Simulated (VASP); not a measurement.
## MoS2 (Molybdenite): how numerical settings change the zone-centre modes

How far do the zone-centre frequencies of MoS2 (Molybdenite) depend on the numerical settings? The starting structure is a measured crystal structure from the Crystallography Open Database.

Main program and level: VASP 6.6.1; Kohn-Sham DFT with plane waves and PAW; LDA.

### 1. Starting point

The structure is hexagonal, space group P6_3/mmc (No. 194). Conventional cell: a = 3.161 Å, b = 3.161 Å, c = 12.295 Å, α = 90.00°, β = 90.00°, γ = 120.00°. Nearest to Mo lie 6 S at 2.37 Å. Nearest to S lie 3 Mo at 2.37 Å. Farther neighbours and most contacts between anions are not listed.

### 2. Reference modes

The cell comes from a relaxation at this level, not shown (101.88 Å³).

Input file INCAR:

```
SYSTEM = MoS2
PREC = Accurate
ENCUT = 450
EDIFF = 1E-08
NELM = 100
ISMEAR = 0
SIGMA = 0.03
LREAL = .FALSE.
ALGO = Normal
GGA = CA
NBANDS = 32
LASPH = .TRUE.
LORBIT = 11
LWAVE = .FALSE.
LCHARG = .FALSE.
KPAR = 8
IBRION = 6
NFREE = 2
POTIM = 0.015
NSW = 1
ISIF = 2
```

Input file POSCAR:

```
MoS2
1.0
    3.1228392084      0.0000000000      0.0000000000
   -1.5614196043      2.7044580865      0.0000000000
    0.0000000000      0.0000000000     12.0633462919
Mo S
2 4
Direct
    0.6666666667      0.3333333333      0.7500000000
    0.3333333333      0.6666666667      0.2500000000
    0.6666666667      0.3333333333      0.3788645305
    0.3333333333      0.6666666667      0.8788645305
    0.6666666667      0.3333333333      0.1211354695
    0.3333333333      0.6666666667      0.6211354695
```

Input file KPOINTS:

```
Automatic mesh
0
Gamma
9 9 2
0 0 0
```

Potentials, in the order of the species: Mo_sv and S (LDA family, release 64).

The run is started by

```bash
$ mpirun -np 8 vasp_std
```

The program printed:

```text
[banner, memory and clock lines left out]
running    8 mpi-ranks, on    1 nodes
 distrk:  each k-point on    1 cores,    8 groups
 distr:  one band on    1 cores,    1 groups

 POSCAR found type information on POSCAR MoS
 POSCAR found :  2 types and       6 ions
|                                                                             |
|           W    W    AA    RRRRR   N    N  II  N    N   GGGG   !!!           |
|           W    W   A  A   R    R  NN   N  II  NN   N  G    G  !!!           |
|           W    W  A    A  R    R  N N  N  II  N N  N  G       !!!           |
|           W WW W  AAAAAA  RRRRR   N  N N  II  N  N N  G  GGG   !            |
|           WW  WW  A    A  R   R   N   NN  II  N   NN  G    G                |
|           W    W  A    A  R    R  N    N  II  N    N   GGGG   !!!           |
|                                                                             |
|     For optimal performance we recommend to set                             |
|       NCORE = 2 up to number-of-cores-per-socket                            |
|     NCORE specifies how many cores store one orbital (NPAR=cpu/NCORE).      |
|     This setting can greatly improve the performance of VASP for DFT.       |
|     The default, NCORE=1 might be grossly inefficient on modern             |
|     multi-core architectures or massively parallel machines. Do your        |
|     Unfortunately you need to use the default for GW and RPA                |
|     calculations (for HF NCORE is supported but not extensively tested      |
|     yet).                                                                   |
|                                                                             |

 LDA part: xc-table for (Slater(with rela. corr.)+CA(PZ))
 , standard interpolation
 POSCAR, INCAR and KPOINTS ok, starting setup
 FFT: planning ... GRIDC
 FFT: planning ... GRID_SOFT
 FFT: planning ... GRID
 WAVECAR not read
 entering main loop
       N       E                     dE             d eps       ncg     rms          rms(c)
DAV:   1     0.438520564552E+03    0.43852E+03   -0.27507E+04  1728   0.139E+03
DAV:   2    -0.248289776260E+02   -0.46335E+03   -0.45155E+03  1840   0.391E+02
DAV:   3    -0.512679975350E+02   -0.26439E+02   -0.26222E+02  1960   0.807E+01
DAV:   4    -0.517963923515E+02   -0.52839E+00   -0.52684E+00  1832   0.117E+01
DAV:   5    -0.518095044410E+02   -0.13112E-01   -0.13107E-01  1912   0.175E+00    0.374E+01
DAV:   6    -0.496491981165E+02    0.21603E+01   -0.17224E+01  1760   0.248E+01    0.125E+01
DAV:   7    -0.492738501817E+02    0.37535E+00   -0.73347E+00  1752   0.156E+01    0.902E+00
DAV:   8    -0.489573977982E+02    0.31645E+00   -0.12538E+00  1896   0.685E+00    0.267E+00
DAV:   9    -0.489640881467E+02   -0.66903E-02   -0.10165E-01  2024   0.153E+00    0.113E+00
DAV:  10    -0.489567682342E+02    0.73199E-02   -0.43615E-02  1888   0.129E+00    0.241E-01
DAV:  11    -0.489566895480E+02    0.78686E-04   -0.19587E-03  1896   0.256E-01    0.125E-01
DAV:  12    -0.489566594925E+02    0.30056E-04   -0.14067E-04  1880   0.582E-02    0.832E-02
DAV:  13    -0.489566405183E+02    0.18974E-04   -0.18251E-04  1960   0.729E-02    0.195E-02
DAV:  14    -0.489566390147E+02    0.15035E-05   -0.18975E-05  1888   0.274E-02    0.106E-02
DAV:  15    -0.489566390156E+02   -0.89130E-09   -0.76857E-07  1880   0.497E-03    0.369E-03
DAV:  16    -0.489566388791E+02    0.13655E-06   -0.68547E-07  1960   0.522E-03    0.620E-04
DAV:  17    -0.489566388819E+02   -0.28176E-08   -0.32095E-08  1608   0.108E-03
   1 F= -.48956639E+02 E0= -.48956639E+02  d E =-.370928E-51
[... from here on, the cycles between the ionic steps are left out ...]
   2 F= -.48954228E+02 E0= -.48954228E+02  d E =-.202532E-52
   3 F= -.48954228E+02 E0= -.48954228E+02  d E =-.201846E-52
   4 F= -.48953080E+02 E0= -.48953080E+02  d E =-.198268E-50
   5 F= -.48953080E+02 E0= -.48953080E+02  d E =-.198270E-50
   6 F= -.48955484E+02 E0= -.48955484E+02  d E =-.102144E-51
   7 F= -.48955484E+02 E0= -.48955484E+02  d E =-.102130E-51
   8 F= -.48954668E+02 E0= -.48954668E+02  d E =-.378346E-48
 Finite differences progress:
  Degree of freedom:   4/  4
  Displacement:        1/  2
  Total:               7/  8
 bond charge predicted
       N       E                     dE             d eps       ncg     rms          rms(c)
DAV:   1    -0.489519944973E+02    0.26733E-02   -0.10171E+00  1544   0.354E+00    0.843E-01
DAV:   2    -0.489547241793E+02   -0.27297E-02   -0.34642E-02  1912   0.836E-01    0.433E-01
DAV:   3    -0.489546344411E+02    0.89738E-04   -0.54863E-04  1768   0.136E-01    0.248E-01
DAV:   4    -0.489545923850E+02    0.42056E-04   -0.38972E-04  1840   0.908E-02    0.730E-02
DAV:   5    -0.489545801474E+02    0.12238E-04   -0.10578E-04  1880   0.602E-02    0.235E-02
DAV:   6    -0.489545773009E+02    0.28465E-05   -0.81406E-06  1928   0.153E-02    0.185E-02
DAV:   7    -0.489545765089E+02    0.79200E-06   -0.27398E-06  1784   0.807E-03    0.934E-03
DAV:   8    -0.489545762681E+02    0.24080E-06   -0.14365E-06  1880   0.675E-03    0.133E-03
DAV:   9    -0.489545762902E+02   -0.22105E-07   -0.29833E-07  1472   0.255E-03    0.185E-03
DAV:  10    -0.489545762883E+02    0.19563E-08   -0.70090E-09  1024   0.499E-04
   9 F= -.48954576E+02 E0= -.48954576E+02  d E =-.192246E-53
 Finite differences progress:
  Degree of freedom:   4/  4
  Displacement:        2/  2
  Total:               8/  8
```

Elapsed: 99 s, on 8 MPI ranks of Intel Xeon 6975P-C (Granite Rapids), shared host; peak memory 3.3 GiB; 10 min of CPU time.

Lines that name or quote the potential files are left out of all logs, and their timing lines are given in words.

OUTCAR, selected parts (step 2):

```text
ion  position               nearest neighbor table
   1  0.667  0.333  0.750-   4 2.38   6 2.38   4 2.38   6 2.38   4 2.38   6 2.38
   2  0.333  0.667  0.250-   3 2.38   5 2.38   3 2.38   5 2.38   3 2.38   5 2.38
   3  0.667  0.333  0.379-   2 2.38   2 2.38   2 2.38
   4  0.333  0.667  0.879-   1 2.38   1 2.38   1 2.38
   5  0.667  0.333  0.121-   2 2.38   2 2.38   2 2.38
   6  0.333  0.667  0.621-   1 2.38   1 2.38   1 2.38

  LATTYP: Found a hexagonal cell.
 ALAT       =     3.1228392084
 C/A-ratio  =     3.8629418573

 Subroutine GETGRP returns: Found 24 space group operations
 (whereof 12 operations were pure point group operations)

The static configuration has the point symmetry D_3d.
 The point group associated with its full space group is D_6h.

 Found     24 irreducible k-points:

   k-points           NKPTS =     24   k-points in BZ     NKDIM =     24   number of bands    NBANDS=     32

   dimension x,y,z NGX =    24 NGY =   24 NGZ =   84
   dimension x,y,z NGXF=    48 NGYF=   48 NGZF=  168

   ENCUT  =  450.0 eV  33.07 Ry    5.75 a.u.   5.40  5.40 20.87*2*pi/ulx,y,z

   NELECT =      52.0000    total number of electrons

 k-points in reciprocal lattice and weights: Automatic mesh
   0.00000000  0.00000000  0.00000000       0.006
   0.11111111 -0.00000000  0.00000000       0.037
   0.22222222  0.00000000  0.00000000       0.037
   0.33333333  0.00000000  0.00000000       0.037
   0.44444444  0.00000000  0.00000000       0.037
   0.11111111  0.11111111  0.00000000       0.037
   0.22222222  0.11111111  0.00000000       0.074
   0.33333333  0.11111111  0.00000000       0.074
   0.44444444  0.11111111  0.00000000       0.037
[...]
0.33333333  0.22222222  0.50000000       0.074
   0.33333333  0.33333333  0.50000000       0.012

 average (electrostatic) potential at core
       1 -74.1407       2 -74.1422       3 -84.3708       4 -84.3610       5 -84.3698
       6 -84.3588

 E-fermi :   8.4085

 k-point     1 :       0.0000    0.0000    0.0000
  band No.  band energies     occupation
    ...
     22       5.8584      2.00000
     23       5.8584      2.00000
     24       6.6845      2.00000
     25       6.9420      2.00000
     26       8.0875      2.00000
     27      10.2123      0.00000
     28      10.2123      0.00000
     29      10.2445      0.00000
     30      10.2445      0.00000
     31      10.4083      0.00000
    ...

 k-point     2 :       0.1111   -0.0000    0.0000
  band No.  band energies     occupation
    ...
     22       5.5640      2.00000
     23       5.9547      2.00000
     24       6.7156      2.00000
     25       7.0941      2.00000
     26       7.6858      2.00000
     27       9.9991      0.00000
     28      10.0279      0.00000
     29      10.1256      0.00000
     30      10.1663      0.00000
     31      10.2642      0.00000
    ...

 k-point     3 :       0.2222    0.0000    0.0000
  band No.  band energies     occupation
    ...
     22       5.4308      2.00000
     23       5.7594      2.00000
     24       6.5527      2.00000
     25       6.6225      2.00000
     26       6.7374      2.00000
     27       9.2573      0.00000
     28       9.7503      0.00000
     29      10.0317      0.00000
     30      10.0569      0.00000
     31      10.1667      0.00000
    ...

  Total        0.1644909      0.1644909      0.4324694     -0.0000000      0.0000000      0.0000000
  in kB        2.5867525      2.5867525      6.8009304     -0.0000000      0.0000000      0.0000000
  external PRESSURE =       3.9914785 kB  Pullay stress =       0.0000000 kB

  energy-cutoff  :      450.00
  volume of cell :      101.88
      direct lattice vectors                 reciprocal lattice vectors
     3.122839208  0.000000000  0.000000000     0.320221418  0.184879922  0.000000000
    -1.561419604  2.704458086  0.000000000     0.000000000  0.369759844  0.000000000
     0.000000000  0.000000000 12.063346292     0.000000000  0.000000000  0.082895739

 POSITION                                       TOTAL-FORCE (eV/Angst)
 -----------------------------------------------------------------------------------
      1.56142      0.90149      9.04751        -0.000000     -0.000000     -0.000084
     -0.00000      1.80297      3.01584         0.000000     -0.000000     -0.239050
      1.56142      0.90149      4.55537        -0.000000      0.000000      0.275076
     -0.00000      1.80297     10.60205         0.000000      0.000000      0.000898
      1.56142      0.90149      1.46130        -0.000000      0.000000     -0.031457
     -0.00000      1.80297      7.49297        -0.000000      0.000000     -0.005383
 -----------------------------------------------------------------------------------
    total drift:                               -0.000000     -0.000000     -0.000024

  FREE ENERGIE OF THE ION-ELECTRON SYSTEM (eV)
  ---------------------------------------------------
  free  energy   TOTEN  =       -48.9545762883 eV

  energy  without entropy=      -48.9545762883  energy(sigma->0) =      -48.95457629

 Eigenvectors and eigenvalues of the dynamical matrix
 ----------------------------------------------------

   1 f  =   14.226512 THz    89.387810 2PiTHz  474.545355 cm-1    58.836099 meV
             X         Y         Z           dx          dy          dz
      1.561420  0.901486  9.047510    -0.000000   -0.000000   -0.443473
     -0.000000  1.802972  3.015837    -0.000000   -0.000000    0.443473
      1.561420  0.901486  4.570374     0.000000    0.000000   -0.389443
     -0.000000  1.802972 10.602047     0.000000    0.000000    0.389443
      1.561420  0.901486  1.461299     0.000000    0.000000   -0.389443
     -0.000000  1.802972  7.492972    -0.000000    0.000000    0.389443

   2 f  =   14.111035 THz    88.662248 2PiTHz  470.693464 cm-1    58.358525 meV
             X         Y         Z           dx          dy          dz
      1.561420  0.901486  9.047510     0.000000   -0.000000    0.447603
     -0.000000  1.802972  3.015837    -0.000000   -0.000000    0.447603
      1.561420  0.901486  4.570374     0.000000    0.000000   -0.387073
     -0.000000  1.802972 10.602047    -0.000000    0.000000   -0.387073
      1.561420  0.901486  1.461299     0.000000    0.000000   -0.387073
     -0.000000  1.802972  7.492972     0.000000   -0.000000   -0.387073

   3 f  =   12.384152 THz    77.811923 2PiTHz  413.090849 cm-1    51.216715 meV
             X         Y         Z           dx          dy          dz
      1.561420  0.901486  9.047510     0.000000   -0.000000   -0.000000
     -0.000000  1.802972  3.015837    -0.000000    0.000000   -0.000000
      1.561420  0.901486  4.570374     0.000000   -0.000000   -0.500000
     -0.000000  1.802972 10.602047    -0.000000    0.000000   -0.500000
      1.561420  0.901486  1.461299     0.000000   -0.000000    0.500000
     -0.000000  1.802972  7.492972     0.000000    0.000000    0.500000

   4 f  =   12.247074 THz    76.950637 2PiTHz  408.518425 cm-1    50.649807 meV
             X         Y         Z           dx          dy          dz
      1.561420  0.901486  9.047510     0.000000   -0.000000   -0.000000
     -0.000000  1.802972  3.015837     0.000000   -0.000000    0.000000
      1.561420  0.901486  4.570374    -0.000000    0.000000    0.500000
     -0.000000  1.802972 10.602047    -0.000000    0.000000   -0.500000
      1.561420  0.901486  1.461299    -0.000000    0.000000   -0.500000
     -0.000000  1.802972  7.492972    -0.000000    0.000000    0.500000

   5 f  =   11.654494 THz    73.227345 2PiTHz  388.752073 cm-1    48.199092 meV
             X         Y         Z           dx          dy          dz
      1.561420  0.901486  9.047510     0.180435   -0.409708    0.000000
     -0.000000  1.802972  3.015837     0.180435   -0.409708    0.000000
      1.561420  0.901486  4.570374    -0.155990    0.354201   -0.000000
     -0.000000  1.802972 10.602047    -0.155990    0.354201    0.000000
      1.561420  0.901486  1.461299    -0.155990    0.354201    0.000000
     -0.000000  1.802972  7.492972    -0.155990    0.354201   -0.000000

   6 f  =   11.654494 THz    73.227345 2PiTHz  388.752073 cm-1    48.199092 meV
             X         Y         Z           dx          dy          dz
      1.561420  0.901486  9.047510    -0.409708   -0.180435   -0.000000
     -0.000000  1.802972  3.015837    -0.409708   -0.180435   -0.000000
      1.561420  0.901486  4.570374     0.354201    0.155990    0.000000
     -0.000000  1.802972 10.602047     0.354201    0.155990   -0.000000
      1.561420  0.901486  1.461299     0.354201    0.155990   -0.000000
     -0.000000  1.802972  7.492972     0.354201    0.155990    0.000000

   7 f  =   11.639489 THz    73.133066 2PiTHz  388.251560 cm-1    48.137037 meV
             X         Y         Z           dx          dy          dz
      1.561420  0.901486  9.047510    -0.179944    0.408586    0.000000
     -0.000000  1.802972  3.015837     0.179944   -0.408586   -0.000000
      1.561420  0.901486  4.570374    -0.156277    0.354847   -0.000000
     -0.000000  1.802972 10.602047     0.156277   -0.354847   -0.000000
      1.561420  0.901486  1.461299    -0.156277    0.354847    0.000000
     -0.000000  1.802972  7.492972     0.156277   -0.354847    0.000000

   8 f  =   11.639489 THz    73.133066 2PiTHz  388.251560 cm-1    48.137037 meV
             X         Y         Z           dx          dy          dz
      1.561420  0.901486  9.047510     0.408586    0.179944   -0.000000
     -0.000000  1.802972  3.015837    -0.408586   -0.179944   -0.000000
      1.561420  0.901486  4.570374     0.354847    0.156277    0.000000
     -0.000000  1.802972 10.602047    -0.354847   -0.156277   -0.000000
      1.561420  0.901486  1.461299     0.354847    0.156277   -0.000000
     -0.000000  1.802972  7.492972    -0.354847   -0.156277    0.000000

   9 f  =    8.694377 THz    54.628381 2PiTHz  290.013196 cm-1    35.957037 meV
             X         Y         Z           dx          dy          dz
      1.561420  0.901486  9.047510    -0.000000    0.000000    0.000000
     -0.000000  1.802972  3.015837    -0.000000    0.000000   -0.000000
      1.561420  0.901486  4.570374    -0.201521    0.457591    0.000000
     -0.000000  1.802972 10.602047    -0.201521    0.457591    0.000000
      1.561420  0.901486  1.461299     0.201521   -0.457591   -0.000000
     -0.000000  1.802972  7.492972     0.201521   -0.457591    0.000000

  10 f  =    8.694377 THz    54.628381 2PiTHz  290.013196 cm-1    35.957037 meV
             X         Y         Z           dx          dy          dz
      1.561420  0.901486  9.047510     0.000000    0.000000    0.000000
     -0.000000  1.802972  3.015837     0.000000    0.000000    0.000000
      1.561420  0.901486  4.570374     0.457591    0.201521   -0.000000
     -0.000000  1.802972 10.602047     0.457591    0.201521    0.000000
      1.561420  0.901486  1.461299    -0.457591   -0.201521    0.000000
     -0.000000  1.802972  7.492972    -0.457591   -0.201521    0.000000

  11 f  =    8.614494 THz    54.126465 2PiTHz  287.348605 cm-1    35.626670 meV
             X         Y         Z           dx          dy          dz
      1.561420  0.901486  9.047510    -0.000000    0.000000    0.000000
     -0.000000  1.802972  3.015837     0.000000   -0.000000   -0.000000
      1.561420  0.901486  4.570374     0.201522   -0.457590   -0.000000
     -0.000000  1.802972 10.602047    -0.201522    0.457590   -0.000000
      1.561420  0.901486  1.461299    -0.201522    0.457590    0.000000
     -0.000000  1.802972  7.492972     0.201522   -0.457590    0.000000

  12 f  =    8.614494 THz    54.126465 2PiTHz  287.348605 cm-1    35.626670 meV
             X         Y         Z           dx          dy          dz
      1.561420  0.901486  9.047510    -0.000000    0.000000    0.000000
     -0.000000  1.802972  3.015837     0.000000    0.000000    0.000000
      1.561420  0.901486  4.570374     0.457590    0.201522   -0.000000
     -0.000000  1.802972 10.602047    -0.457590   -0.201522   -0.000000
      1.561420  0.901486  1.461299    -0.457590   -0.201522    0.000000
     -0.000000  1.802972  7.492972     0.457590    0.201522   -0.000000

  13 f  =    1.704713 THz    10.711030 2PiTHz   56.863116 cm-1     7.050125 meV
             X         Y         Z           dx          dy          dz
      1.561420  0.901486  9.047510    -0.000000   -0.000000    0.550755
     -0.000000  1.802972  3.015837     0.000000   -0.000000   -0.550755
      1.561420  0.901486  4.570374     0.000000   -0.000000   -0.313583
     -0.000000  1.802972 10.602047    -0.000000   -0.000000    0.313583
      1.561420  0.901486  1.461299     0.000000   -0.000000   -0.313583
     -0.000000  1.802972  7.492972    -0.000000   -0.000000    0.313583
    [... 42 further lines ...]
     -0.000000  1.802972 10.602047     0.315314    0.028033    0.000000
      1.561420  0.901486  1.461299     0.315314    0.028033    0.000000
     -0.000000  1.802972  7.492972     0.315314    0.028033    0.000000

 ELASTIC MODULI CONTR FROM IONIC RELAXATION (kBar)
 Direction    XX          YY          ZZ          XY          YZ          ZX
 --------------------------------------------------------------------------------
 XX        -432.0466   -279.7569   -976.0566      0.0000     -0.0000      0.0000
 YY        -279.7569   -432.0466   -976.0566      0.0000      0.0000      0.0000
 ZZ        -976.0566   -976.0566  -2676.8244      0.0000      0.0000      0.0000
 XY           0.0000      0.0000      0.0000    -76.1449     -0.0000     -0.0000
 YZ          -0.0000      0.0000      0.0000      0.0000  -1357.0529      0.0000
 ZX           0.0000     -0.0000      0.0000      0.0000      0.0000  -1357.0527
 --------------------------------------------------------------------------------

 total charge
# of ion       s       p       d       tot
------------------------------------------
    1        2.306   6.239   4.038  12.583
    2        2.306   6.239   4.038  12.583
    3        1.363   2.343   0.000   3.706
    4        1.363   2.343   0.000   3.706
    5        1.363   2.343   0.000   3.706
    6        1.363   2.343   0.000   3.706
--------------------------------------------------
tot         10.065  21.849   8.075  39.989

[... 3 further parts left out ...]
```

The last energy, forces, stress and levels in OUTCAR belong to the last displaced cell, not to the cell of POSCAR.

Reference: the zone-centre modes are B1g (2) 474.5, A2u 470.7, A1g 413.1, B2u 408.5, E1g 290.0, E2u 287.3, B1g (1) 56.9, E2g 35.7 cm⁻¹ (levels within 1 cm⁻¹ of another are left out).

[end of part 1 of 2]

[Lines on the potential files, build, host, timing and source positions are cut from VASP's logs without a mark.]

[Logs are printed without paths, hosts, clocks, repeated set-up lines and the standing remarks that a program may print on its own settings, such as how far it seeks lower states.]

[Hosts, paths, dates, database ids (printed as entryN), source tags and the programs' standing remarks are cut or masked in the printed files.]
